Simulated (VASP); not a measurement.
Given:

```
BN
1.0
    0.00000     1.73609     1.73609
    1.73609     0.00000     1.73609
    1.73609     1.73609     0.00000
B N
1 1
Cartesian
  0.00000   0.00000   0.00000
  0.86805   0.86805   0.86805
```

Calculation: LDA (Ceperley-Alder, Perdew-Zunger), VASP's LDA PAW potentials (set 64) (plane waves; VASP). Run with 620 eV cut-off, 13×13×13 Γ-centred mesh, Gaussian smearing of 0.050 eV, potentials B N.

### Question
Predict the energy per atom (σ→0), pressure.

### Answer

| Quantity | Result |
|---|---|
| energy per atom (σ→0) | -9.640 eV/atom |
| pressure | 44.85 GPa |

Only differences to runs with the same potentials and settings are physical.

The compound is BN in the zinc blende structure. It was relaxed first under an external pressure of 45 GPa.
